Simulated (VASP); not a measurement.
Output of a VASP run:

### OSZICAR
```
       N       E                     dE             d eps       ncg     rms          rms(c)
DAV:   1     0.592311897519E+02    0.59231E+02   -0.43431E+03  1008   0.923E+02
DAV:   2     0.240844985019E+01   -0.56823E+02   -0.55903E+02  1255   0.149E+02
DAV:   3     0.653752738618E-01   -0.23431E+01   -0.22723E+01  1258   0.352E+01
DAV:   4     0.961795203636E-02   -0.55757E-01   -0.55725E-01  1564   0.470E+00
DAV:   5     0.867047184204E-02   -0.94748E-03   -0.94724E-03  1401   0.413E-01    0.166E+00
DAV:   6     0.765321121810E-02   -0.10173E-02   -0.28889E-03  1462   0.673E-01    0.100E+00
DAV:   7     0.484533122597E-02   -0.28079E-02   -0.98274E-03  1113   0.129E+00    0.569E-02
DAV:   8     0.449533742983E-02   -0.34999E-03   -0.63262E-04  1512   0.262E-01    0.277E-02
DAV:   9     0.449202530331E-02   -0.33121E-05   -0.12248E-05  1408   0.290E-02    0.749E-03
DAV:  10     0.449045354151E-02   -0.15718E-05   -0.75822E-06  1357   0.209E-02    0.134E-03
DAV:  11     0.449041828972E-02   -0.35252E-07   -0.40014E-07  1443   0.398E-03
   1 F= 0.44904183E-02 E0= 0.39402458E-02  d E =0.165052E-02
```

OUTCAR:
```
------------------------ aborting loop because EDIFF is reached ----------------------------------------
  FORCE on cell =-STRESS in cart. coord.  units (eV):
  Direction    XX          YY          ZZ          XY          YZ          ZX
  --------------------------------------------------------------------------------------
  Total       -0.2152661     -0.2152661     -0.2152661     -0.0000000      0.0000000     -0.0000000
  in kB       -5.4530827     -5.4530827     -5.4530827     -0.0000000      0.0000000     -0.0000000
  external PRESSURE =      -5.4530827 kB  Pullay stress =       0.0000000 kB
  volume of cell :       63.25
      direct lattice vectors                 reciprocal lattice vectors
    -2.509928557  2.509928557  2.509928557     0.000000000  0.199208857  0.199208857
     2.509928557 -2.509928557  2.509928557     0.199208857  0.000000000  0.199208857
     2.509928557  2.509928557 -2.509928557     0.199208857  0.199208857  0.000000000
 POSITION                                       TOTAL-FORCE (eV/Angst)
 -----------------------------------------------------------------------------------
      0.00000      0.00000      0.00000        -0.000000      0.000000     -0.000000
 -----------------------------------------------------------------------------------
    total drift:                               -0.000000      0.000000     -0.000000
  FREE ENERGIE OF THE ION-ELECTRON SYSTEM (eV)
  ---------------------------------------------------
  free  energy   TOTEN  =         0.0044904183 eV

  energy  without entropy=        0.0028399009  energy(sigma->0) =        0.00394025
```
(Selected blocks of OUTCAR.)

**POSCAR**
```
Ba
1
   -2.5099285572     2.5099285572     2.5099285572
    2.5099285572    -2.5099285572     2.5099285572
    2.5099285572     2.5099285572    -2.5099285572
Ba
1
Direct
  1.0000000000   0.0000000000   0.0000000000
```

**Question.** Write an INCAR and KPOINTS that could have produced this output.

**Answer.** One answer among several that fit: the input of the run itself, rev-vdW-DF2, plane waves, VASP's PBE PAW potentials (set 64).

KPOINTS:
```
Automatic mesh
0
Gamma
11 11 11
0 0 0
```

### INCAR
```
! general
SYSTEM   = Ba
PREC     = Accurate
ENCUT    = 520
LREAL    = .False.
LASPH    = .True.

! electronic loop
EDIFF    = 1E-7
NELM     = 100
ALGO     = Normal
LMAXMIX  = 4

! smearing
ISMEAR   = 1
SIGMA    = 0.1

! functional
GGA      = MK
LUSE_VDW = .True.
AGGAC    = 0.0
PARAM1   = 0.1234568
PARAM2   = 0.7114
ZAB_VDW  = -1.8867

! ions
ISIF     = 2

! output
LWAVE    = .False.
LCHARG   = .False.
```

POTCAR, in this order: Ba_sv (PBE.64 set). Program: vasp_std.

The compound is Ba in the bcc structure. This cell is one point of a volume scan, at 1.06 of the reference volume.
